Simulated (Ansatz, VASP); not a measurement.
# BaNaLaWO6: VASP beside Ansatz, part 2 of 2

One calculation is typed for both programs; each brings its own data sets. How far apart do they land? The cell is taken from a series of runs on this material, whose earlier steps may have relaxed, scaled, displaced or heated it; both programs get it as it stands.

VASP 6.6.1 and Ansatz 0.2.0.

So far: The structure; VASP: G0W0 gap, PBE, DFT+U.

## Step 3: Ansatz: G0W0 gap, PBE, DFT+U

Level of this step: Ansatz beside VASP: Kohn-Sham DFT, plane waves, PBE, DFT+U (Ansatz).

Ansatz runs on its PAW soft_1 files.

The same cell, functional and mesh now go to Ansatz, which takes its cutoff from its data sets.

input.yaml

```yaml
crystal:
  lattice:
    - [0.0, 4.32373871, 4.32373871]
    - [4.32373871, 0.0, 4.32373871]
    - [4.32373871, 4.32373871, 0.0]
  atoms:
    - { symbol: Na, position: [0.75, 0.75, 0.75] }
    - { symbol: Ba, position: [0.25, 0.25, 0.25] }
    - { symbol: La, position: [0.0, 0.0, 0.0] }
    - { symbol: W, position: [0.5, 0.5, 0.5] }
    - { symbol: O, position: [0.7244845028, 0.2755154972, 0.2755154972] }
    - { symbol: O, position: [0.2755154972, 0.7244845028, 0.7244845028] }
    - { symbol: O, position: [0.7244845028, 0.7244845028, 0.2755154972] }
    - { symbol: O, position: [0.2755154972, 0.2755154972, 0.7244845028] }
    - { symbol: O, position: [0.2755154972, 0.7244845028, 0.2755154972] }
    - { symbol: O, position: [0.7244845028, 0.2755154972, 0.7244845028] }
kpoints:
  mp_grid: { grid: [2, 2, 2] }
hamiltonian:
  xc: pbe
  hubbard:
    projectors: ortho-atomic
    sites: [{ species: La, l: f, u_eff: 5.0 }]
  pseudopotentials: { kind: paw, azcp: { folder: soft_1 } }
scf:
  occupations: { method: fixed }
gw:
  n_empty_bands: 674
  ecut_chi: 150.0
  qp_bands: [v3, c3]
  qp_kpoints: band_edges
  screening: { model: contour_deformation }
```

Run with:

```
$ ansatz run input.yaml --threads 2 --pin off --max-ram 92160MiB --backend cuda --events-out ev --progress --plain --runs-dir out --devices 1 --max-vram 13GiB
```

Numbers of over 12 decimals in the logs are rounded to 6 here.

The program printed:

```text
GPUs: using 1 of 1 available (devices: 1).
Engine: ansatz 0.2.0, x86_64-unknown-linux-gnu
Pseudopotentials: kind: paw
Pseudopotential: Na, paw, valence charge 9, recommended cutoff 420 eV (normal), soft_1/Na.paw.azcp
Pseudopotential: Ba, paw, valence charge 10, recommended cutoff 420 eV (normal), soft_1/Ba.paw.azcp
Pseudopotential: La, paw, valence charge 11, recommended cutoff 420 eV (normal), soft_1/La.paw.azcp
Pseudopotential: W, paw, valence charge 14, recommended cutoff 420 eV (normal), soft_1/W.paw.azcp
Pseudopotential: O, paw, valence charge 6, recommended cutoff 420 eV (normal), soft_1/O.paw.azcp
Functional definition: PBE
  parameter kappa = 0.804
  parameter beta = 0.066725
  exchange = pbe_x(kappa = kappa, mu = beta*pi^2/3)
  correlation = pbe_c(beta = beta)
device memory: the entry about to start is reckoned to put 2.4 GiB on a device that reports 43.2 GiB free (of which the cap on the GPU budget leaves the run 13.0 GiB)
GPU FFT provider: cuFFT
GPU libraries: cuBLAS 13.8.2, cuFFT 12.4.0, cuSOLVER 12.3.4
Crystal: 10 atoms, lattice volume = 161.662 Å³
Basis set: ecut = 420 eV, 3143 PW (Γ)
Bands: 50, of which v1, the nominal top of the filled ones, is band 40 counted from 1 (39 counted from 0)
Symmetry: 24 space group operations
Space group: F-43m (ITA 216), of the structure as read, at distance tolerance 5.4e-5 Å
k-points: 3 of 8
Non-local potential: Na, projectors of the file, l = 0: 3, l = 1: 2, l = 2: 1
Non-local potential: Ba, projectors of the file, l = 0: 3, l = 1: 2, l = 2: 2, l = 3: 2
Non-local potential: La, projectors of the file, l = 0: 3, l = 1: 2, l = 2: 2, l = 3: 3
Non-local potential: W, projectors of the file, l = 0: 3, l = 1: 2, l = 2: 2, l = 3: 1
Non-local potential: O, projectors of the file, l = 0: 2, l = 1: 2, l = 2: 1
PAW form: soft (Blöchl's): semilocal exchange-correlation on the pseudo side does not see the compensation charge
PAW one-centre angular grid: Na, 110 points (default); XC on 64 Gauss nodes
PAW one-centre angular grid: Ba, 194 points (default); XC on 64 Gauss nodes
PAW one-centre angular grid: La, 590 points (default); XC on 64 Gauss nodes
PAW one-centre angular grid: W, 590 points (default); XC on 64 Gauss nodes
PAW one-centre angular grid: O, 110 points (default); XC on 64 Gauss nodes
Initial density: superposition of atomic densities (chi_scale 0.1, normalization cell, long waves of neutral atoms under a Hubbard term (reshape's long-wave potential 0.02 eV rms, cloud 2.81 Å wide))
Initial wavefunctions: pseudopotential atomic-orbital guess
GPU buffer pool allocated for 91125 grid points (all kernels)
GPU transforms: local potential and band sums: pruned to the plane-wave sphere, on 45×45×45
Functional: x = pbe(κ = 0.804, μ = 0.219515), c = pbe(β = 0.066725)
SCF iter   1: F=—  HF=-27494.801258 eV  |F-HF|=—  |Δ(HF+E_count)|=         —  Δρ=8.15e-2  dr2=3.08e1  ethr=3.10e-3  ⟨swp⟩=5.3  Hψ=496  notcnv=0  defer=9
preconditioner: auto → Resta (q_TF=auto, 2.426 Å⁻¹)  ε∞=5.1  [insulator: Δε(μ)=2.743 eV  Ē_g=11.172 eV  n_scr=50 (ndim 8)  ℏωp=22.6 eV  f_vac=0.000  ε∞_Penn≈5.1]
SCF iter   2: F=—  HF=-27487.721715 eV  |F-HF|=—  |Δ(HF+E_count)|=    7.08e0  Δρ=3.11e-2  dr2=2.65e0  ethr=3.10e-3  ⟨swp⟩=4.0  Hψ=387  notcnv=0  defer=20
SCF iter   3: F=—  HF=-27487.268913 eV  |F-HF|=—  |Δ(HF+E_count)|=   4.53e-1  Δρ=1.14e-2  dr2=2.66e-1  ethr=3.10e-3  ⟨swp⟩=3.3  Hψ=230  notcnv=0  defer=21
SCF iter   4: F=—  HF=-27487.271662 eV  |F-HF|=—  |Δ(HF+E_count)|=   2.75e-3  Δρ=4.82e-3  dr2=7.47e-2  ethr=3.32e-4  ⟨swp⟩=2.7  Hψ=282  notcnv=0  defer=21
SCF iter   5: F=—  HF=-27487.267625 eV  |F-HF|=—  |Δ(HF+E_count)|=   4.04e-3  Δρ=3.30e-3  dr2=1.87e-2  ethr=9.33e-5  ⟨swp⟩=3.3  Hψ=242  notcnv=0  defer=21
SCF iter   6: F=—  HF=-27487.265827 eV  |F-HF|=—  |Δ(HF+E_count)|=   1.80e-3  Δρ=9.64e-4  dr2=2.61e-3  ethr=2.34e-5  ⟨swp⟩=2.0  Hψ=237  notcnv=0  defer=21
SCF iter   7: F=—  HF=-27487.265970 eV  |F-HF|=—  |Δ(HF+E_count)|=   1.43e-4  Δρ=2.56e-4  dr2=4.08e-4  ethr=3.26e-6  ⟨swp⟩=2.0  Hψ=235  notcnv=0  defer=21
SCF iter   8: F=—  HF=-27487.265911 eV  |F-HF|=—  |Δ(HF+E_count)|=   5.89e-5  Δρ=5.91e-5  dr2=1.92e-5  ethr=5.10e-7  ⟨swp⟩=2.0  Hψ=232  notcnv=0  defer=21
SCF iter   9: F=—  HF=-27487.265904 eV  |F-HF|=—  |Δ(HF+E_count)|=   7.12e-6  Δρ=1.01e-5  dr2=3.07e-7  ethr=2.41e-8  ⟨swp⟩=2.0  Hψ=237  notcnv=0  defer=19
SCF iter  10: F=-27487.265904 eV  HF=-27487.265904 eV  |F-HF|=8.53e-9  |Δ(HF+E_count)|=   1.71e-7  Δρ=3.22e-6  dr2=1.31e-8  ethr=1.25e-10  ⟨swp⟩=17.0  Hψ=841  notcnv=0
SCF 1 converged in 10 iterations: F = -27487.265904 eV  dr2 = 1.31e-8
  greatest PAW one-centre occupation: 1.000 electrons in one spin orbital (limit 2), on the W atom at site 3 (counted from 0), in its partial waves of l = 0
device memory: the entry about to start is reckoned to put 3.0 GiB on a device that reports 43.3 GiB free (of which the cap on the GPU budget leaves the run 13.0 GiB)
NSCF: frozen V_eff on 3 k-points
the band table was solved once the SCF had ended and its energy, with any forces and stress, was formed, with the checks that follow a solve (477 applications of the Hamiltonian). They found nothing against the state; the energy, forces and stress were not computed again (output.eigenvalues in the input reference)
device memory: the entry about to start is reckoned to put 4.0 GiB on a device that reports 49.9 GiB free (of which the cap on the GPU budget leaves the run 13.0 GiB)
NSCF: frozen V_eff on 3 k-points
G₀W₀ screening: q 1/3
[... further progress lines ...]
device memory: the entry about to start is reckoned to put 1.1 GiB on a device that reports 37.6 GiB free (of which the cap on the GPU budget leaves the run 13.0 GiB)
NSCF: frozen V_eff on 1 k-points
device memory: the entry about to start is reckoned to put 1.1 GiB on a device that reports 36.1 GiB free (of which the cap on the GPU budget leaves the run 13.0 GiB)
NSCF: frozen V_eff on 1 k-points
SCF converged after 10 iterations
Free energy (F): -27487.265904 eV
Harris-Foulkes:  -27487.265904 eV  (|F-HF|=8.53e-9)
Internal energy: -27487.265904 eV  (E = F + TS)
E sigma→0 (E₀):  -27487.265904 eV
Fermi energy:    7.450596 eV
--- Per-component energies (eV) ---
  E_band       = -553.333640
  E_kinetic    = 1883.720371
  E_local      = -5601.338987  (includes V_loc(G=0)·N_el)
  E_nonlocal   = 744.743476
  E_hartree    = 2075.706253
  E_xc         = -1076.313946
  E_vxc        = -1100.912920  (∫ρ·V_xc dr)
  E_hubbard    = 0.654264  (on-site DFT+U / exact-exchange correction)
  E_vhub       = 0.636136  (the Hubbard potential's part of the band-sum identity)
  E_paw        = -20455.751995  (= ΣΔE_a)
  E_vpaw       = -631.595785  (= ΣTr[D̂ρ^β])
  E_aug_tail   = 0.004673  (compensation charges beyond the density's cutoff)
  E_ewald      = -5058.690013
  E_smearing   = -0.000000  (= −TS)
  E_closure    = -0.000000  (closes the sum)
  Σ components = -27487.265904   (vs F -27487.265904, Δ=0.00e0)
--- Band table (eV) ---
  k-point 0: bands = [... 36 lower, 6.9531, 7.4506, 7.4506, 7.4506, 10.0491, 10.0491, 10.0491, 11.4108, ... 6 higher]
  k-point 1: bands = [... 36 lower, 6.6655, 7.1257, 7.1257, 7.2053, 10.8274, 10.9898, 10.9898, 12.9313, ... 6 higher]
  k-point 2: bands = [... 36 lower, 6.8399, 6.9684, 6.9684, 7.4294, 9.8936, 11.4141, 11.4141, 13.2994, ... 6 higher]
Occupation matrices written to <dir>
--- G₀W₀: contour deformation, 7 samples at zero and on the imaginary axis and 1 off it, 8 q-points, 674 empty bands' worth ---
  eigenvalues of the whole cell's RPA ε∞ on this k-mesh (on a slab, of 1 + 4πα/V) = 4.9989, 4.9989, 4.9989; static W/v taken at q = 0 is 0.200045
  gw.qp_kpoints: band_edges: 3 of 3 stored k-points solved, in 1 pass; an edge of the gap read off the rows below is read off those points alone
    ik  band        ε_KS         Σx   Σc(E_QP)       V_xc       Z   E_QP_lin       E_QP  E_QP is
     0    38      7.4506   -25.6239     4.6047   -20.4654  0.7160     6.8905     6.8968  root
     0    39      7.4506   -25.6239     4.6047   -20.4654  0.7160     6.8905     6.8968  root
     0    40      7.4506   -25.6239     4.6047   -20.4654  0.7160     6.8905     6.8968  root
     0    41     10.0491   -12.4891    -4.3633   -17.4852  0.7826    10.6875    10.6819  root
     0    42     10.0491   -12.4891    -4.3633   -17.4852  0.7826    10.6875    10.6819  root
     0    43     10.0491   -12.4891    -4.3633   -17.4852  0.7826    10.6875    10.6819  root
     1    38      7.1257   -24.9800     4.5727   -19.7858  0.7161     6.4960     6.5043  root
     1    39      7.1257   -24.9800     4.5727   -19.7858  0.7161     6.4960     6.5043  root
     1    40      7.2053   -25.2187     4.6374   -19.9689  0.7144     6.5848     6.5929  root
     1    41     10.8274   -14.1150    -4.5985   -19.4378  0.7679    11.5600    11.5516  root
     1    42     10.9898   -14.8906    -4.5421   -20.1968  0.7611    11.7633    11.7538  root
     1    43     10.9898   -14.8906    -4.5421   -20.1968  0.7611    11.7633    11.7538  root
     2    38      6.9684   -26.4188     4.4489   -21.3256  0.7324     6.3159     6.3241  root
     2    39      6.9684   -26.4188     4.4489   -21.3256  0.7324     6.3159     6.3241  root
     2    40      7.4294   -25.5506     4.5957   -20.3957  0.7162     6.8639     6.8703  root
     2    41      9.8936   -12.1635    -4.5070   -17.2933  0.7859    10.5218    10.5164  root
     2    42     11.4141   -16.5418    -4.5996   -22.0261  0.7469    12.3131    12.2988  root
     2    43     11.4141   -16.5418    -4.5996   -22.0261  0.7469    12.3131    12.2988  root
```

The column dr2 measures how far the density is from self-consistency, as an energy; F and HF (Harris–Foulkes) agree once it is small.

## Step 4: Side by side

Known differences besides the potentials themselves: U acts on the PAW sphere in VASP and on atomic orbitals in Ansatz, so only states and trends compare; fixed occupations in Ansatz, narrow Gaussian smearing in VASP; the cutoff is 420 eV in Ansatz and 440 eV in VASP; Ansatz integrates over frequency by contour deformation, VASP on a grid of NOMEGA points; Ansatz's G0W0 levels solve the quasiparticle equation, VASP's are linearised. Total energies have different zeros and are not compared.

Both answers:

| quantity | Ansatz | VASP | difference |
| --- | --- | --- | --- |
| G0W0 gap on the mesh (eV) | 3.62 | 3.78 | -0.16 |
| Kohn-Sham gap under it (eV) | 2.44 | 2.45 | -0.01 |

## Step 5: Results

| Item | Value |
| --- | --- |
| difference in G0W0 gap on the mesh (G0W0 gap, PBE, DFT+U) | -0.16 eV |

In words: The difference in G0W0 gap on the mesh is -0.16 eV (G0W0 gap, PBE, DFT+U). Part of the difference in the G0W0 gap can come from VASP's linearised levels. How closely two codes agree says nothing of how well the functional describes the real material.

[Lines on the potential files, build, host, timing and source positions are cut from VASP's logs without a mark.]

[Logs are printed without paths, hosts, clocks, repeated set-up lines and the standing remarks that a program may print on its own settings, such as how far it seeks lower states.]

[Hosts, paths, dates, database ids (printed as entryN), source tags and the programs' standing remarks are cut or masked in the printed files.]
